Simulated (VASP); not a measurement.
Input:

```
CELL_PARAMETERS angstrom
      0.00000     2.91261     2.91261
      2.91261     0.00000     2.91261
      2.91261     2.91261     0.00000
ATOMIC_POSITIONS crystal
  Ag 0.00000 0.00000 0.00000
  Br 0.50000 0.50000 0.50000
```

Level of theory: PW91 GGA, VASP's PBE PAW potentials (set 64) (plane waves; VASP 6.6.1). Numerical set-up: 520 eV cut-off, Gaussian smearing of 0.050 eV, potentials Ag Br.

Give the energies of bands 2 to 11 at the high-symmetry points, in eV from the valence-band maximum.

| band | Γ | X | U | L | W |
|---|---|---|---|---|---|
| 2 | -2.63 | -3.96 | -3.92 | -4.92 | -3.93 |
| 3 | -2.63 | -2.87 | -3.83 | -3.91 | -3.66 |
| 4 | -2.63 | -2.61 | -3.55 | -3.91 | -3.66 |
| 5 | -2.63 | -2.61 | -2.50 | -2.36 | -2.26 |
| 6 | -2.63 | -2.49 | -2.31 | -2.36 | -2.26 |
| 7 | -1.77 | -2.26 | -2.10 | -2.03 | -2.15 |
| 8 | -1.77 | -2.26 | -1.91 | 0.00 | -2.15 |
| 9 | -1.77 | -2.19 | -1.11 | 0.00 | -1.42 |
| 10 | 0.68 | 1.68 | 2.98 | 3.85 | 3.71 |
| 11 | 9.93 | 7.14 | 6.83 | 6.33 | 7.12 |

The gap is indirect, 0.68 eV, from the valence maximum at L to the conduction minimum at Γ.

The compound is AgBr in the rock salt structure. It was relaxed first.
